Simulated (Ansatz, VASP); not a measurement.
# TiAl3: VASP beside Ansatz, part 2 of 2

Aim: how closely do two programs agree when they are given the same cell, functional and k mesh? The cell is taken from a series of runs on this material, whose earlier steps may have relaxed, scaled, displaced or heated it; both programs get it as it stands.

VASP 6.6.1 and Ansatz 0.2.0.

So far: The structure; Ansatz: relaxation of cell and atoms, LDA; VASP: relaxation of cell and atoms, LDA.

**3. VASP: relaxation of cell and atoms, LDA (continued)**

Level of this step: LDA; plane waves and PAW (Al, Ti_sv) (VASP).

Numbers of over 12 decimals in the logs are rounded to 6 here.

OUTCAR, selected parts (step 3):

```text
ion  position               nearest neighbor table
   1  0.500  0.500  0.000-   4 2.67   4 2.67   4 2.67   4 2.67   3 2.84   2 2.84   3 2.84   2 2.84
                             3 2.84   3 2.84   2 2.84   2 2.84
   2  0.750  0.250  0.500-   3 2.67   3 2.67   3 2.67   3 2.67   4 2.84   1 2.84   4 2.84   4 2.84
                             1 2.84   1 2.84   4 2.84   1 2.84
   3  0.250  0.750  0.500-   2 2.67   2 2.67   2 2.67   2 2.67   4 2.84   1 2.84   4 2.84   1 2.84
                             4 2.84   4 2.84   1 2.84   1 2.84
   4  0.000  0.000  0.000-   1 2.67   1 2.67   1 2.67   1 2.67   3 2.84   2 2.84   3 2.84   3 2.84
                             2 2.84   2 2.84   3 2.84   2 2.84

  LATTYP: Found a body centered tetragonal cell.
 ALAT       =     3.7788200000
 C/A-ratio  =     2.2450849736

 Subroutine GETGRP returns: Found 16 space group operations
 (whereof 16 operations were pure point group operations)

The static configuration has the point symmetry D_4h.

 Found    349 irreducible k-points:

   k-points           NKPTS =    349   k-points in BZ     NKDIM =    349   number of bands    NBANDS=     16

   dimension x,y,z NGX =    40 NGY =   40 NGZ =   40
   dimension x,y,z NGXF=    80 NGYF=   80 NGZF=   80

   ENCUT  =  500.0 eV  36.75 Ry    6.06 a.u.   9.14  9.14  9.14*2*pi/ulx,y,z

   NELECT =      21.0000    total number of electrons

 k-points in reciprocal lattice and weights: Automatic mesh
   0.00000000  0.00000000  0.00000000       0.000
   0.06250000 -0.00000000  0.00000000       0.002
   0.12500000 -0.00000000  0.00000000       0.002
   0.18750000 -0.00000000  0.00000000       0.002
   0.25000000 -0.00000000  0.00000000       0.002
   0.31250000  0.00000000  0.00000000       0.002
   0.37500000 -0.00000000  0.00000000       0.002
   0.43750000  0.00000000  0.00000000       0.002
   0.50000000 -0.00000000  0.00000000       0.001
[...]
-0.43750000 -0.43750000  0.43750000       0.000
   0.50000000  0.50000000  0.50000000       0.000

 average (electrostatic) potential at core
       1 -69.4625       2 -69.3715       3 -69.3715       4 -71.8228

 E-fermi :   8.4397

 k-point     1 :       0.0000    0.0000    0.0000
  band No.  band energies     occupation
    ...
      6       5.5321      2.00000
      7       5.8052      2.00000
      8       6.9720      2.00000
      9       7.1973      2.00000
     10       7.1973      2.00000
     11       9.3042     -0.00000
     12      10.3047     -0.00000
     13      10.3047     -0.00000
     14      10.7627     -0.00000
     15      11.0554     -0.00000
    ...

 k-point     2 :       0.0625   -0.0000    0.0000
  band No.  band energies     occupation
    ...
      6       5.2785      2.00000
      7       6.0564      2.00000
      8       6.8989      2.00000
      9       7.0788      2.00000
     10       7.2285      2.00000
     11       9.1228     -0.00002
     12      10.1564     -0.00000
     13      10.5151     -0.00000
     14      10.6619     -0.00000
     15      11.2004     -0.00000
    ...

 k-point     3 :       0.1250   -0.0000    0.0000
  band No.  band energies     occupation
    ...
      6       4.9419      2.00000
      7       6.1806      2.00000
      8       6.6582      2.00000
      9       7.0221      2.00000
     10       7.3179      2.00000
     11       8.7960     -0.03033
     12       9.8298     -0.00000
     13      10.5471     -0.00000
     14      10.9070     -0.00000
     15      11.5360     -0.00000
    ...

  Total       -0.0064276     -0.0064276      0.0079265      0.0000000      0.0000000      0.0000000
  in kB       -0.1697804     -0.1697804      0.2093723      0.0000000      0.0000000      0.0000000
  external PRESSURE =      -0.0433962 kB  Pullay stress =       0.0000000 kB

  energy-cutoff  :      500.00
  volume of cell :       60.66
      direct lattice vectors                 reciprocal lattice vectors
    -1.890155514  1.890155514  4.244389724     0.000000000  0.264528498  0.117802566
     1.890155514 -1.890155514  4.244389724     0.264528498  0.000000000  0.117802566
     1.890155514  1.890155514 -4.244389724     0.264528498  0.264528498  0.000000000

 POSITION                                       TOTAL-FORCE (eV/Angst)
 -----------------------------------------------------------------------------------
      0.00000      0.00000      4.24439         0.000000      0.000000      0.000000
      0.00000      1.89016      2.12219         0.000000      0.000000      0.000000
      1.89016      0.00000      2.12219        -0.000000     -0.000000     -0.000000
      0.00000      0.00000      0.00000         0.000000      0.000000      0.000000
 -----------------------------------------------------------------------------------
    total drift:                               -0.000000     -0.000000      0.000000

  FREE ENERGIE OF THE ION-ELECTRON SYSTEM (eV)
  ---------------------------------------------------
  free  energy   TOTEN  =       -22.7943225614 eV

  energy  without entropy=      -22.7953850013  energy(sigma->0) =      -22.79467671

 reached required accuracy - stopping structural energy minimisation

 total charge
# of ion       s       p       d       tot
------------------------------------------
    1        0.458   0.392   0.000   0.850
    2        0.418   0.425   0.000   0.843
    3        0.418   0.425   0.000   0.843
    4        2.173   6.126   2.078  10.377
--------------------------------------------------
tot          3.467   7.369   2.078  12.913

[... 3 further parts left out ...]
```

CONTCAR:

```
TiAl3
   1.00000000000000
    -1.8901555142204749    1.8901555142204749    4.2443897236296690
     1.8901555142204749   -1.8901555142204749    4.2443897236296690
     1.8901555142204749    1.8901555142204749   -4.2443897236296690
  Al              Ti
     3     1
Direct
     0.5000000000000000    0.5000000000000000    0.0000000000000000
     0.7500000000000000    0.2500000000000000    0.5000000000000000
     0.2500000000000000    0.7500000000000000    0.5000000000000000
     0.0000000000000000    0.0000000000000000    0.0000000000000000
```

The run keeps the 16 symmetry operations of its start, so it cannot find a distortion of lower symmetry.

**4. Comparison**

Known differences besides the potentials themselves: the two LDA forms differ slightly; the cutoff is 420 eV in Ansatz and 500 eV in VASP; VASP's log shows a relativistic correction to its local exchange, Ansatz's none; Ansatz adds a Pulay correction to the stress that steers its cell, VASP none. Total energies have different zeros and are not compared.

The two programs side by side:

```
                                         quantity  Ansatz   VASP  difference
                                      volume (Å³)   60.56  60.66     -0.16 %
edge a after relaxation, in the typed setting (Å)   5.014  5.016     -0.05 %
```

**5. Summary of results**

| Property | Result |
| --- | --- |
| difference in volume (relaxation of cell and atoms, LDA) | -0.16 % |

What this shows: The difference in volume is -0.16 % (relaxation of cell and atoms, LDA), within the 1.2 % picked in this series as the mark of a large difference, as far as the stopping tolerances let one tell. 14 further runs of this series are not shown here. Such differences can come from data sets, numerical settings and the points named under the comparisons, not from the functional's error against experiment.

[Lines on the potential files, build, host, timing and source positions are cut from VASP's logs without a mark.]

[Logs are printed without paths, hosts, clocks, repeated set-up lines and the standing remarks that a program may print on its own settings, such as how far it seeks lower states.]

[Hosts, paths, dates, database ids (printed as entryN), source tags and the programs' standing remarks are cut or masked in the printed files.]
